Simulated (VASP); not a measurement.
Consider the following.

```yaml
crystal:
  lattice:
    - [0.00000, 2.57432, 2.57432]
    - [2.57432, 0.00000, 2.57432]
    - [2.57432, 2.57432, 0.00000]
  atoms:
    - { symbol: Mg, position: [0.00000, 0.00000, 0.00000] }
    - { symbol: S, position: [0.50000, 0.50000, 0.50000] }
```

All values below come from PBE GGA with D3 dispersion (Becke-Johnson damping), VASP's PBE PAW potentials (set 64) (plane waves; VASP). Numerical set-up: 520 eV cut-off, Gaussian smearing of 0.050 eV, potentials Mg S.

Question: Give the energies of bands 2 to 7 at the high-symmetry points, in eV from the valence-band maximum.

Answer: 
```tsv
band	Γ	X	U	L	W
2	0.00	-4.36	-3.85	-5.00	-3.37
3	0.00	-1.75	-3.31	-0.63	-3.37
4	0.00	-1.75	-1.42	-0.63	-2.45
5	3.97	2.84	3.95	4.59	5.38
6	7.93	4.30	6.75	6.95	8.01
7	7.93	12.32	9.83	6.95	8.01
```

The gap is indirect, 2.84 eV, from the valence maximum at Γ to the conduction minimum at X.

The compound is MgS in the rock salt structure. It was relaxed first.
